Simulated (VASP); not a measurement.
Output of a VASP run:

File OSZICAR:
```
...
DAV:   3    -0.441284468011E+02    0.31593E-02   -0.12237E-02  2584   0.126E+00    0.962E-02
DAV:   4    -0.441283149395E+02    0.13186E-03   -0.12985E-03  2056   0.314E-01    0.504E-02
DAV:   5    -0.441283134135E+02    0.15260E-05   -0.39130E-04  2248   0.159E-01    0.266E-02
DAV:   6    -0.441283064432E+02    0.69703E-05   -0.11525E-04  2352   0.939E-02    0.144E-02
DAV:   7    -0.441283053932E+02    0.10499E-05   -0.12212E-05  2248   0.360E-02    0.692E-03
DAV:   8    -0.441283046605E+02    0.73274E-06   -0.81316E-06  1768   0.220E-02
   8 F= -.26732939E+02 E0= -.26732939E+02  d E =-.250525E-02
       N       E                     dE             d eps       ncg     rms          rms(c)
DAV:   1    -0.441251884484E+02    0.31169E-02   -0.83726E-03  2440   0.153E+00    0.611E-02
DAV:   2    -0.441251166969E+02    0.71751E-04   -0.25380E-04  2112   0.170E-01    0.329E-02
DAV:   3    -0.441250875620E+02    0.29135E-04   -0.11208E-04  2584   0.121E-01    0.909E-03
DAV:   4    -0.441250864022E+02    0.11597E-05   -0.11521E-05  1960   0.300E-02    0.490E-03
DAV:   5    -0.441250863078E+02    0.94455E-07   -0.30972E-06  1432   0.159E-02
   9 F= -.26732968E+02 E0= -.26732968E+02  d E =-.253479E-02
       N       E                     dE             d eps       ncg     rms          rms(c)
DAV:   1    -0.440540942159E+02    0.70992E-01   -0.49337E-01  2120   0.856E+00    0.493E-01
DAV:   2    -0.440511756823E+02    0.29185E-02   -0.26168E-02  2208   0.175E+00    0.199E-01
DAV:   3    -0.440502551823E+02    0.92050E-03   -0.39895E-03  2552   0.804E-01    0.588E-02
DAV:   4    -0.440501815879E+02    0.73594E-04   -0.59291E-04  2648   0.259E-01    0.250E-02
DAV:   5    -0.440501829592E+02   -0.13713E-05   -0.15211E-04  2544   0.114E-01    0.157E-02
DAV:   6    -0.440501817036E+02    0.12556E-05   -0.21465E-05  2256   0.338E-02    0.553E-03
DAV:   7    -0.440501819552E+02   -0.25156E-06   -0.20324E-06  1400   0.184E-02
  10 F= -.26733456E+02 E0= -.26733456E+02  d E =-.487334E-03
       N       E                     dE             d eps       ncg     rms          rms(c)
DAV:   1    -0.440773473479E+02   -0.27166E-01   -0.61209E-02  2120   0.299E+00    0.173E-01
DAV:   2    -0.440769804163E+02    0.36693E-03   -0.31863E-03  2208   0.622E-01    0.701E-02
DAV:   3    -0.440768675314E+02    0.11288E-03   -0.52623E-04  2536   0.290E-01    0.202E-02
DAV:   4    -0.440768588824E+02    0.86489E-05   -0.74192E-05  2648   0.909E-02    0.892E-03
DAV:   5    -0.440768589578E+02   -0.75361E-07   -0.22016E-05  2416   0.422E-02    0.599E-03
DAV:   6    -0.440768585691E+02    0.38865E-06   -0.24396E-06  1360   0.137E-02
  11 F= -.26733649E+02 E0= -.26733649E+02  d E =-.681095E-03
       N       E                     dE             d eps       ncg     rms          rms(c)
DAV:   1    -0.440847080679E+02   -0.78491E-02   -0.47895E-01  1784   0.587E+00    0.147E-01
DAV:   2    -0.440870988833E+02   -0.23908E-02   -0.26611E-02  2176   0.183E+00    0.943E-02
DAV:   3    -0.440869957235E+02    0.10316E-03   -0.74646E-04  2288   0.276E-01    0.608E-02
DAV:   4    -0.440869225723E+02    0.73151E-04   -0.52126E-04  2552   0.210E-01    0.179E-02
DAV:   5    -0.440869224064E+02    0.16582E-06   -0.73915E-05  2000   0.719E-02    0.136E-02
DAV:   6    -0.440869205287E+02    0.18778E-05   -0.23567E-05  2360   0.412E-02    0.520E-03
DAV:   7    -0.440869200088E+02    0.51989E-06   -0.22730E-06  1432   0.160E-02
  12 F= -.26734395E+02 E0= -.26734395E+02  d E =-.745317E-03
```

**OUTCAR**
```
------------------------ aborting loop because EDIFF is reached ----------------------------------------
  FORCE on cell =-STRESS in cart. coord.  units (eV):
  Direction    XX          YY          ZZ          XY          YZ          ZX
  --------------------------------------------------------------------------------------
  Total       17.3975909     17.3975251     17.3773817     -0.0000000      0.0000000     -0.0000000
  in kB      451.1686770    451.1669695    450.6445938     -0.0000000      0.0000000     -0.0000000
  external PRESSURE =       0.9934134 kB  Pullay stress =     450.0000000 kB
  volume of cell :       61.78
      direct lattice vectors                 reciprocal lattice vectors
     1.875408691 -3.248296991 -0.000000000     0.266608554 -0.153926812 -0.000000000
     1.875408691  3.248296991  0.000000000     0.266608554  0.153926812  0.000000000
     0.000000000 -0.000000000  5.070830661     0.000000000 -0.000000000  0.197206349
 POSITION                                       TOTAL-FORCE (eV/Angst)
 -----------------------------------------------------------------------------------
      1.87541      1.08277      1.13240        -0.000000     -0.000000      0.009011
      1.87541     -1.08277      3.93843        -0.000000      0.000000     -0.009011
      0.00000     -0.00000      5.07083         0.000000      0.000000      0.000000
      1.87541      1.08277      3.35869        -0.000000     -0.000000      0.011013
      1.87541     -1.08277      1.71214         0.000000     -0.000000     -0.011013
 -----------------------------------------------------------------------------------
    total drift:                               -0.000000     -0.000000      0.000000
  FREE ENERGIE OF THE ION-ELECTRON SYSTEM (eV)
  ---------------------------------------------------
  free  energy   TOTEN  =       -44.0869200088 eV

  energy  without entropy=      -44.0869200088  energy(sigma->0) =      -44.08692001
  enthalpy is  TOTEN    =       -26.7343946101 eV   P V=       17.3525253986

 reached required accuracy - stopping structural energy minimisation
```
(Selected blocks of OUTCAR.)

POSCAR:
```
La2O3
1
    1.8972082629    -3.2860592194     0.0000000000
    1.8972082629     3.2860592194     0.0000000000
    0.0000000000     0.0000000000     5.2328879900
La O
2 3
Direct
  0.3333330000   0.6666670000   0.2273897425
  0.6666670000   0.3333330000   0.7726102575
  0.0000000000   0.0000000000   0.0000000000
  0.3333330000   0.6666670000   0.6605258944
  0.6666670000   0.3333330000   0.3394741056
```

**Question.** Write an INCAR and KPOINTS that could have produced this output.

**Answer.** Several could match; the one computed here: the input of the run itself, LDA (Ceperley-Alder, Perdew-Zunger), plane waves, VASP's LDA PAW potentials (set 64).

File KPOINTS:
```
kpoints
0
Gamma
 7 7 4
0 0 0
```

INCAR:
```
# general
SYSTEM  = La2O3
PREC    = Accurate
ENCUT   = 620
LREAL   = .FALSE.
LASPH   = .TRUE.

# electronic loop
EDIFF   = 1E-6
NELM    = 100
ALGO    = Normal
LMAXMIX = 6

# smearing
ISMEAR  = 0
SIGMA   = 0.05

# ions
IBRION  = 2
NSW     = 40
ISIF    = 3
EDIFFG  = -0.02
PSTRESS = 450

# output
LWAVE   = .FALSE.
LCHARG  = .FALSE.
```

POTCAR, in this order: La O (LDA.64 set). Program: vasp_std.

Energy and stress use the plane-wave basis of the starting cell.

The compound is La2O3 in the a-type structure. This run relaxes it under an external pressure of 45 GPa. Symmetry was kept, so distortions that lower it aren't found.
